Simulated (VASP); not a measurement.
A convergence study with VASP on Na (bcc): one setting is varied, all else stays as given below, so the limit is that of these other settings.

```
CELL_PARAMETERS angstrom
     -2.13000     2.13000     2.13000
      2.13000    -2.13000     2.13000
      2.13000     2.13000    -2.13000
ATOMIC_POSITIONS crystal
  Na 0.00000 0.00000 0.00000
```

All values below come from PBE GGA, VASP's PBE PAW potentials (set 64) (plane waves; VASP). The tightest run used: 550 eV cut-off, 22×22×22 Γ-centred mesh, first-order Methfessel-Paxton smearing of 0.10 eV, potentials Na_pv.

```json
[
 {"setting": "1×1×1 mesh", "E (eV/atom)": "-3.1860", "pressure (GPa)": "-4.51", "irreducible k-points": "1"},
 {"setting": "2×2×2 mesh", "E (eV/atom)": "-0.3067", "pressure (GPa)": "1.44", "irreducible k-points": "3"},
 {"setting": "3×3×3 mesh", "E (eV/atom)": "-1.4469", "pressure (GPa)": "-0.66", "irreducible k-points": "4"},
 {"setting": "4×4×4 mesh", "E (eV/atom)": "-1.1937", "pressure (GPa)": "-0.02", "irreducible k-points": "8"},
 {"setting": "5×5×5 mesh", "E (eV/atom)": "-1.3010", "pressure (GPa)": "-0.29", "irreducible k-points": "10"},
 {"setting": "6×6×6 mesh", "E (eV/atom)": "-1.2717", "pressure (GPa)": "-0.22", "irreducible k-points": "16"},
 {"setting": "7×7×7 mesh", "E (eV/atom)": "-1.3096", "pressure (GPa)": "-0.32", "irreducible k-points": "20"},
 {"setting": "8×8×8 mesh", "E (eV/atom)": "-1.2989", "pressure (GPa)": "-0.29", "irreducible k-points": "29"},
 {"setting": "9×9×9 mesh", "E (eV/atom)": "-1.3140", "pressure (GPa)": "-0.33", "irreducible k-points": "35"},
 {"setting": "10×10×10 mesh", "E (eV/atom)": "-1.3035", "pressure (GPa)": "-0.30", "irreducible k-points": "47"}
]
```

**Question.** These are the cheaper rows. Estimate the results at 22×22×22 mesh, and how far the last row shown lies from them.

**Answer.** 
```
quantity        tightest run  last row shown is off by
--------------  ------------  ------------------------
E (eV/atom)          -1.3098                    0.0063
pressure (GPa)         -0.32                      0.02
```

Left out are rungs that failed or repeat a setting and relaxations that didn't move; long series are thinned to 24 rows.

The compound is Na in the bcc structure. The cell was not relaxed at this level.
